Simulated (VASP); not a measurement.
# How PAW data sets and SCF solver change a VASP run on BAs

Aim: find what the PAW data sets and SCF solver change for BAs, and what they cost. The series runs use PBE. The PAW data sets tried: minimal 64: B As; recommended 54: B As; semicore 64: B As_d; gw 64: B_GW As_GW; hard 64: B_h As; soft 64: B_s As. The SCF solver tried: ALGO = Normal; ALGO = Fast; ALGO = VeryFast; ALGO = All; ALGO = Damped; AMIX = 0.1, BMIX = 0.01; AMIX = 0.8; IMIX = 1, AMIX = 0.2. The start is a cell from a database of measured crystal structures.

Calculated with VASP 6.6.1; PBE; plane waves and PAW (B, As), in the first sound run; inputs show where later runs differ.

## (1) Starting point

Symmetry: F-43m, No. 216, cubic system. The conventional cell has a = 4.777 Å, b = 4.777 Å, c = 4.777 Å, α = 90.00°, β = 90.00°, γ = 90.00°. Nearest to B lie 4 As at 2.07 Å. Nearest to As lie 4 B at 2.07 Å. Farther neighbours are not listed.

As a file:

```cif
data_structure
_symmetry_space_group_name_H-M 'F-43m'
_symmetry_Int_Tables_number 216
_cell_length_a 4.7770
_cell_length_b 4.7770
_cell_length_c 4.7770
_cell_angle_alpha 90.000
_cell_angle_beta 90.000
_cell_angle_gamma 90.000
_cell_volume 109.01
loop_
_atom_site_label
_atom_site_type_symbol
_atom_site_symmetry_multiplicity
_atom_site_Wyckoff_symbol
_atom_site_fract_x
_atom_site_fract_y
_atom_site_fract_z
_atom_site_occupancy
B1 B 4 a 0.00000 0.00000 0.00000 1
As1 As 4 d 0.25000 0.25000 0.75000 1
```

## (2) PAW data sets: minimal 64: B As

Data sets differ in which electrons are valence and how hard the partial waves are. PBE, the usual starting point, adds the gradient of the density.

INCAR reads:

```
SYSTEM = BAs
PREC = Accurate
ENCUT = 420
EDIFF = 1E-06
NELM = 100
ISMEAR = -1
SIGMA = 0.05
LREAL = .FALSE.
ALGO = Normal
GGA = PE
NBANDS = 10
LORBIT = 11
LWAVE = .FALSE.
LCHARG = .FALSE.
KPAR = 2
ISIF = 2
```

POSCAR reads:

```
BAs
1.0
    0.0000000000      2.3885000000      2.3885000000
    2.3885000000      0.0000000000      2.3885000000
    2.3885000000      2.3885000000      0.0000000000
B As
1 1
Direct
    0.0000000000      0.0000000000      0.0000000000
    0.2500000000      0.2500000000      0.2500000000
```

KPOINTS reads:

```
Automatic mesh
0
Gamma
7 7 7
0 0 0
```

The projector-augmented-wave data sets are B and As (PBE family, release 64).

Command:

```sh
$ mpirun -np 2 vasp_std
```

Output:

```text
[banner, memory and clock lines left out]
running    2 mpi-ranks, on    1 nodes
 distrk:  each k-point on    1 cores,    2 groups
 distr:  one band on    1 cores,    1 groups

 POSCAR found type information on POSCAR B As
 POSCAR found :  2 types and       2 ions
 LDA part: xc-table for (Slater+PW92), standard interpolation
 POSCAR, INCAR and KPOINTS ok, starting setup
 FFT: planning ... GRIDC
 FFT: planning ... GRID_SOFT
 FFT: planning ... GRID
 WAVECAR not read
 entering main loop
       N       E                     dE             d eps       ncg     rms          rms(c)
DAV:   1     0.113780097345E+02    0.11378E+02   -0.34452E+03   400   0.606E+02
DAV:   2    -0.114247984562E+02   -0.22803E+02   -0.21682E+02   576   0.976E+01
DAV:   3    -0.120388875599E+02   -0.61409E+00   -0.61301E+00   468   0.164E+01
DAV:   4    -0.120405116838E+02   -0.16241E-02   -0.16240E-02   492   0.972E-01
DAV:   5    -0.120405137698E+02   -0.20860E-05   -0.20852E-05   468   0.325E-02    0.494E+00
DAV:   6    -0.114620660697E+02    0.57845E+00   -0.16527E+00   426   0.559E+00    0.240E+00
DAV:   7    -0.114026652065E+02    0.59401E-01   -0.19541E-01   468   0.231E+00    0.980E-01
DAV:   8    -0.113958748895E+02    0.67903E-02   -0.21042E-02   432   0.862E-01    0.100E-01
DAV:   9    -0.113961753644E+02   -0.30047E-03   -0.71258E-04   450   0.168E-01    0.593E-02
DAV:  10    -0.113963431057E+02   -0.16774E-03   -0.22213E-04   438   0.959E-02    0.137E-02
DAV:  11    -0.113963486158E+02   -0.55101E-05   -0.60373E-06   482   0.174E-02    0.115E-02
DAV:  12    -0.113963485205E+02    0.95344E-07   -0.29085E-06   444   0.978E-03
   1 F= -.11396349E+02 E0= -.11396348E+02  d E =-.213803E-06
```

It took 2.8 s on 2 MPI ranks of Intel Xeon Platinum 8259CL at 2.50GHz (Skylake/Cascade Lake), shared host; peak memory 0.25 GiB; 4.5 s of CPU time.

The logs omit lines about the potential files and the build; timing stands in the text.

Parts of OUTCAR (step 2):

```text
ion  position               nearest neighbor table
   1  0.000  0.000  0.000-   2 2.07   2 2.07   2 2.07   2 2.07
   2  0.250  0.250  0.250-   1 2.07   1 2.07   1 2.07   1 2.07

  LATTYP: Found a face centered cubic cell.
 ALAT       =     4.7770000000

 Subroutine GETGRP returns: Found 24 space group operations
 (whereof 24 operations were pure point group operations)

The static configuration has the point symmetry T_d .

 Found     20 irreducible k-points:

   k-points           NKPTS =     20   k-points in BZ     NKDIM =     20   number of bands    NBANDS=     10

   dimension x,y,z NGX =    24 NGY =   24 NGZ =   24
   dimension x,y,z NGXF=    48 NGYF=   48 NGZF=   48

   ENCUT  =  420.0 eV  30.87 Ry    5.56 a.u.   5.64  5.64  5.64*2*pi/ulx,y,z

   NELECT =       8.0000    total number of electrons

 k-points in reciprocal lattice and weights: Automatic mesh
   0.00000000  0.00000000  0.00000000       0.003
   0.14285714  0.00000000  0.00000000       0.023
   0.28571429  0.00000000  0.00000000       0.023
   0.42857143  0.00000000  0.00000000       0.023
   0.14285714  0.14285714  0.00000000       0.017
   0.28571429  0.14285714  0.00000000       0.070
   0.42857143  0.14285714  0.00000000       0.070
  -0.42857143  0.14285714  0.00000000       0.070
  -0.28571429  0.14285714  0.00000000       0.070
[...]
-0.42857143  0.42857143  0.14285714       0.070
  -0.28571429  0.42857143  0.14285714       0.070

 average (electrostatic) potential at core
       1 -26.7813       2 -48.7674

 E-fermi :   6.7098

 k-point     1 :       0.0000    0.0000    0.0000
  band No.  band energies     occupation
      1      -9.2736      2.00000
      2       6.1313      1.99998
      3       6.1313      1.99998
      4       6.1313      1.99998
      5       9.4007      0.00000
      6       9.4007      0.00000
      7       9.4007      0.00000
      8      10.8156      0.00000
      9      15.7115      0.00000
    ...

 k-point     2 :       0.1429    0.0000    0.0000
  band No.  band energies     occupation
      1      -8.9398      2.00000
      2       3.7428      2.00000
      3       5.5890      2.00000
      4       5.5890      2.00000
      5       9.4861      0.00000
      6      10.1117      0.00000
      7      10.1117      0.00000
      8      12.3840      0.00000
      9      16.8773      0.00000
    ...

 k-point     3 :       0.2857    0.0000    0.0000
  band No.  band energies     occupation
      1      -7.9810      2.00000
      2       0.3856      2.00000
      3       4.8081      2.00000
      4       4.8081      2.00000
      5       9.0988      0.00000
      6      10.8894      0.00000
      7      10.8894      0.00000
      8      14.4409      0.00000
      9      17.4461      0.00000
    ...

  Total        0.5920955      0.5920955      0.5920955     -0.0000000      0.0000000      0.0000000
  in kB       34.8094062     34.8094062     34.8094062     -0.0000000      0.0000000      0.0000000
  external PRESSURE =      34.8094062 kB  Pullay stress =       0.0000000 kB

  energy-cutoff  :      420.00
  volume of cell :       27.25
      direct lattice vectors                 reciprocal lattice vectors
     0.000000000  2.388500000  2.388500000    -0.209336404  0.209336404  0.209336404
     2.388500000  0.000000000  2.388500000     0.209336404 -0.209336404  0.209336404
     2.388500000  2.388500000  0.000000000     0.209336404  0.209336404 -0.209336404

 POSITION                                       TOTAL-FORCE (eV/Angst)
 -----------------------------------------------------------------------------------
      0.00000      0.00000      0.00000        -0.000000     -0.000000     -0.000000
      1.19425      1.19425      1.19425         0.000000      0.000000      0.000000
 -----------------------------------------------------------------------------------
    total drift:                                0.000000      0.000000      0.000000

  FREE ENERGIE OF THE ION-ELECTRON SYSTEM (eV)
  ---------------------------------------------------
  free  energy   TOTEN  =       -11.3963485205 eV

  energy  without entropy=      -11.3963483067  energy(sigma->0) =      -11.39634841

 total charge
# of ion       s       p       d       tot
------------------------------------------
    1        0.659   1.181   0.000   1.840
    2        1.172   1.664   0.088   2.924
--------------------------------------------------
tot          1.831   2.845   0.088   4.764

[... 3 further parts left out ...]
```

The gap is read on the k-mesh alone, so it is an upper bound where the band edges lie off the mesh. Spin-orbit coupling is off here; it would split degenerate levels, and it lifts a valence top of As p states by about 0.1 eV.

This step gave:

```
SCF cycles                     : 12
electrons                      : 8
bands                          : 10
irreducible k-points           : 20
symmetry operations            : 24
free energy (TOTEN)            : -11.40 eV
Fermi energy                   : 6.710 eV
pressure                       : 3.481 GPa
metallic                       : no
valence top at k               : 0, 0, 0
conduction bottom at k         : 0.4286, 0.4286, 0
least direct gap at k          : 0, 0, 0
gap on the k-mesh              : 1.192 eV
least direct gap on the k-mesh : 3.269 eV
```

The series starts at -5.6982 eV an atom and 3.48 GPa, after 12 cycles in 2.8 s.

## (3) PAW data sets: recommended 54: B As

INCAR is that of step 2.

POSCAR is that of step 2.

KPOINTS is that of step 2.

PAW data sets: B and As (PBE family, release 54).

Command:

```sh
$ mpirun -np 2 vasp_std
```

Output:

```text
[... set-up lines as in an earlier step ...]
 entering main loop
       N       E                     dE             d eps       ncg     rms          rms(c)
[... 12 cycles as in an earlier step ...]
   1 F= -.11396349E+02 E0= -.11396348E+02  d E =-.213803E-06
```

Run time: 3 s. Hardware: 2 MPI ranks; peak memory 0.25 GiB.

From OUTCAR (step 3):

```text
[... 6 parts as in an earlier step ...]

[... 1 further part left out ...]
[key lines of the parts left out:]
E-fermi :   6.7098
```

With 8 valence electrons the pressure is 3.48 GPa, +0.00 GPa from the first of the series, after 12 cycles in 3 s.

## (4) PAW data sets: semicore 64: B As d

This step: PBE; plane waves and PAW (B, As_d) (VASP 6.6.1).

INCAR: that of step 3 with these lines changed.

```diff
@@ -10,3 +10,3 @@
 GGA = PE
-NBANDS = 10
+NBANDS = 15
 LORBIT = 11
```

POSCAR is that of step 3.

KPOINTS is that of step 3.

The projector-augmented-wave data sets are B and As_d (PBE family, release 64).

Command:

```sh
$ mpirun -np 2 vasp_std
```

Output:

```text
[... set-up lines as in an earlier step ...]
 entering main loop
       N       E                     dE             d eps       ncg     rms          rms(c)
DAV:   1     0.809106321021E+02    0.80911E+02   -0.76214E+03   702   0.517E+03
DAV:   2    -0.304639573067E+01   -0.83957E+02   -0.79423E+02   684   0.621E+02
DAV:   3    -0.118659551403E+02   -0.88196E+01   -0.87787E+01   635   0.916E+01
DAV:   4    -0.120863569544E+02   -0.22040E+00   -0.22035E+00   796   0.153E+01
[...]
DAV:  10    -0.114370296691E+02   -0.97900E-04   -0.22128E-04   754   0.328E-01    0.189E-02
DAV:  11    -0.114370393919E+02   -0.97228E-05   -0.28515E-05   762   0.103E-01    0.589E-03
DAV:  12    -0.114370400493E+02   -0.65735E-06   -0.24805E-06   789   0.290E-02
   1 F= -.11437040E+02 E0= -.11437040E+02  d E =-.178760E-06
```

It took 3.4 s on 2 MPI ranks; peak memory 0.25 GiB; 5.8 s of CPU time.

OUTCAR, selected parts (step 4):

```text
  Total        0.4016413      0.4016413      0.4016413     -0.0000000     -0.0000000     -0.0000000
  in kB       23.6125649     23.6125649     23.6125649     -0.0000000     -0.0000000     -0.0000000
  external PRESSURE =      23.6125649 kB  Pullay stress =       0.0000000 kB

 POSITION                                       TOTAL-FORCE (eV/Angst)
 -----------------------------------------------------------------------------------
      0.00000      0.00000      0.00000        -0.000000     -0.000000     -0.000000
      1.19425      1.19425      1.19425         0.000000      0.000000      0.000000
 -----------------------------------------------------------------------------------
    total drift:                                0.000001      0.000001      0.000001

  FREE ENERGIE OF THE ION-ELECTRON SYSTEM (eV)
  ---------------------------------------------------
  free  energy   TOTEN  =       -11.4370400493 eV

  energy  without entropy=      -11.4370398705  energy(sigma->0) =      -11.43703996

[... 1 part as in an earlier step ...]

[... 2 further parts left out ...]
[key lines of the parts left out:]
E-fermi :   5.3872
```

With 18 valence electrons the pressure is 2.36 GPa, -1.12 GPa from the first of the series, after 12 cycles in 3.4 s.

## (5) PAW data sets: GW 64: B GW As GW

This step: PBE; plane waves and PAW (B_GW, As_GW) (VASP 6.6.1).

INCAR: that of step 4 with these lines changed.

```diff
@@ -10,3 +10,3 @@
 GGA = PE
-NBANDS = 15
+NBANDS = 10
 LORBIT = 11
```

POSCAR is that of step 4.

KPOINTS is that of step 4.

PAW data sets: B_GW and As_GW (PBE family, release 64).

Command:

```sh
$ mpirun -np 2 vasp_std
```

Output:

```text
[... set-up lines as in an earlier step ...]
 entering main loop
       N       E                     dE             d eps       ncg     rms          rms(c)
DAV:   1     0.134185274028E+02    0.13419E+02   -0.37508E+03   400   0.684E+02
DAV:   2    -0.113139445862E+02   -0.24732E+02   -0.22165E+02   616   0.115E+02
DAV:   3    -0.120623648667E+02   -0.74842E+00   -0.74664E+00   482   0.187E+01
DAV:   4    -0.120708511534E+02   -0.84863E-02   -0.84852E-02   570   0.241E+00
[...]
DAV:  10    -0.114044815545E+02   -0.13898E-03   -0.21581E-04   436   0.104E-01    0.892E-03
DAV:  11    -0.114044804722E+02    0.10823E-05   -0.79504E-06   488   0.171E-02    0.438E-03
DAV:  12    -0.114044809988E+02   -0.52657E-06   -0.23296E-06   462   0.102E-02
   1 F= -.11404481E+02 E0= -.11404481E+02  d E =-.216732E-06
```

Elapsed: 3 s, on 2 MPI ranks; peak memory 0.25 GiB.

From OUTCAR (step 5):

```text
  Total        0.5624492      0.5624492      0.5624492     -0.0000000     -0.0000000      0.0000000
  in kB       33.0664922     33.0664922     33.0664922     -0.0000000     -0.0000000      0.0000000
  external PRESSURE =      33.0664922 kB  Pullay stress =       0.0000000 kB

  FREE ENERGIE OF THE ION-ELECTRON SYSTEM (eV)
  ---------------------------------------------------
  free  energy   TOTEN  =       -11.4044809988 eV

  energy  without entropy=      -11.4044807821  energy(sigma->0) =      -11.40448089

[... 3 parts as in an earlier step ...]

[... 1 further part left out ...]
[key lines of the parts left out:]
E-fermi :   6.7463
```

With 8 valence electrons the pressure is 3.31 GPa, -0.17 GPa from the first of the series, after 12 cycles in 3 s.

## (6) PAW data sets: hard 64: B h As

This step: PBE; plane waves and PAW (B_h, As) (VASP 6.6.1).

INCAR: that of step 5 with these lines changed.

```diff
@@ -2,3 +2,3 @@
 PREC = Accurate
-ENCUT = 420
+ENCUT = 910
 EDIFF = 1E-06
```

POSCAR is that of step 5.

KPOINTS is that of step 5.

PAW data sets: B_h and As (PBE family, release 64).

Command:

```sh
$ mpirun -np 2 vasp_std
```

Output:

```text
[... set-up lines as in an earlier step ...]
 entering main loop
       N       E                     dE             d eps       ncg     rms          rms(c)
DAV:   1     0.194937034525E+02    0.19494E+02   -0.50402E+03   400   0.105E+03
DAV:   2    -0.109708829932E+02   -0.30465E+02   -0.29119E+02   588   0.121E+02
DAV:   3    -0.120280142684E+02   -0.10571E+01   -0.10551E+01   504   0.242E+01
DAV:   4    -0.120329904252E+02   -0.49762E-02   -0.49756E-02   502   0.182E+00
[...]
DAV:  10    -0.113978200826E+02   -0.84641E-04   -0.20645E-04   446   0.933E-02    0.141E-02
DAV:  11    -0.113978223507E+02   -0.22681E-05   -0.10540E-05   514   0.207E-02    0.841E-03
DAV:  12    -0.113978231186E+02   -0.76791E-06   -0.34072E-06   442   0.119E-02
   1 F= -.11397823E+02 E0= -.11397823E+02  d E =-.210080E-06
```

It took 8.4 s on 2 MPI ranks; peak memory 0.4 GiB; 16 s of CPU time.

From OUTCAR (step 6):

```text
  Total        0.5841710      0.5841710      0.5841710     -0.0000000      0.0000000      0.0000000
  in kB       34.3435255     34.3435255     34.3435255     -0.0000000      0.0000000      0.0000000
  external PRESSURE =      34.3435255 kB  Pullay stress =       0.0000000 kB

 POSITION                                       TOTAL-FORCE (eV/Angst)
 -----------------------------------------------------------------------------------
      0.00000      0.00000      0.00000         0.000000      0.000000      0.000000
      1.19425      1.19425      1.19425        -0.000000     -0.000000     -0.000000
 -----------------------------------------------------------------------------------
    total drift:                               -0.000000     -0.000000     -0.000000

  FREE ENERGIE OF THE ION-ELECTRON SYSTEM (eV)
  ---------------------------------------------------
  free  energy   TOTEN  =       -11.3978231186 eV

  energy  without entropy=      -11.3978229085  energy(sigma->0) =      -11.39782301

[... 1 part as in an earlier step ...]

[... 2 further parts left out ...]
[key lines of the parts left out:]
E-fermi :   7.1981
```

With 8 valence electrons the pressure is 3.43 GPa, -0.05 GPa from the first of the series, after 12 cycles in 8.4 s.

## (7) PAW data sets: soft 64: B s As

This step: PBE; plane waves and PAW (B_s, As) (VASP 6.6.1).

INCAR: that of step 6 with these lines changed.

```diff
@@ -2,3 +2,3 @@
 PREC = Accurate
-ENCUT = 910
+ENCUT = 400
 EDIFF = 1E-06
```

POSCAR is that of step 6.

KPOINTS is that of step 6.

The projector-augmented-wave data sets are B_s and As (PBE family, release 64).

Command:

```sh
$ mpirun -np 2 vasp_std
```

Output:

```text
[... set-up lines as in an earlier step ...]
 entering main loop
       N       E                     dE             d eps       ncg     rms          rms(c)
DAV:   1     0.113788764473E+02    0.11379E+02   -0.33232E+03   492   0.602E+02
DAV:   2    -0.110812453198E+02   -0.22460E+02   -0.20917E+02   600   0.162E+02
DAV:   3    -0.120431948434E+02   -0.96195E+00   -0.95904E+00   578   0.349E+01
DAV:   4    -0.120521049365E+02   -0.89101E-02   -0.89092E-02   562   0.206E+00
[...]
DAV:  10    -0.113901685251E+02   -0.14192E-03   -0.19890E-04   488   0.113E-01    0.148E-02
DAV:  11    -0.113901721266E+02   -0.36015E-05   -0.45600E-06   588   0.183E-02    0.113E-02
DAV:  12    -0.113901727622E+02   -0.63562E-06   -0.25097E-06   454   0.110E-02
   1 F= -.11390173E+02 E0= -.11390173E+02  d E =-.213331E-06
```

Run time: 2.8 s. Hardware: 2 MPI ranks; peak memory 0.25 GiB; 4.5 s of CPU time.

From OUTCAR (step 7):

```text
  Total        0.5828963      0.5828963      0.5828963      0.0000000      0.0000000      0.0000000
  in kB       34.2685817     34.2685817     34.2685817      0.0000000      0.0000000      0.0000000
  external PRESSURE =      34.2685817 kB  Pullay stress =       0.0000000 kB

  FREE ENERGIE OF THE ION-ELECTRON SYSTEM (eV)
  ---------------------------------------------------
  free  energy   TOTEN  =       -11.3901727622 eV

  energy  without entropy=      -11.3901725489  energy(sigma->0) =      -11.39017266

[... 2 parts as in an earlier step ...]

[... 2 further parts left out ...]
[key lines of the parts left out:]
E-fermi :   7.2554
```

With 8 valence electrons the pressure is 3.43 GPa, -0.05 GPa from the first of the series, after 12 cycles in 2.8 s.

## (8) The PAW data sets series as a table

This step: convergence of PBE results with the datasets; plane waves and PAW (VASP 6.6.1).

Derived from the runs above.

Results of the series, by row:

```
                     setting     status  pressure (GPa)  gap (eV)  SCF cycles  wall time (s)
    minimal 64: B As, 420 eV  converged           3.481     1.192          12            2.8
recommended 54: B As, 420 eV  converged           3.481     1.192          12              3
 semicore 64: B As_d, 420 eV  converged           2.361     1.211          12            3.4
   gw 64: B_GW As_GW, 420 eV  converged           3.307      1.19          12              3
     hard 64: B_h As, 910 eV  converged           3.434     1.194          12            8.4
     soft 64: B_s As, 400 eV  converged           3.427     1.192          12            2.8
```

(Part 1 of 2 ends here.)

[Lines on the potential files, build, host, timing and source positions are cut from VASP's logs without a mark.]

[Logs are printed without paths, hosts, clocks, repeated set-up lines and the standing remarks that a program may print on its own settings, such as how far it seeks lower states.]

[Hosts, paths, dates, database ids (printed as entryN), source tags and the programs' standing remarks are cut or masked in the printed files.]

[A measured line is paired with the nearest computed mode of its activity, which favours agreement.]
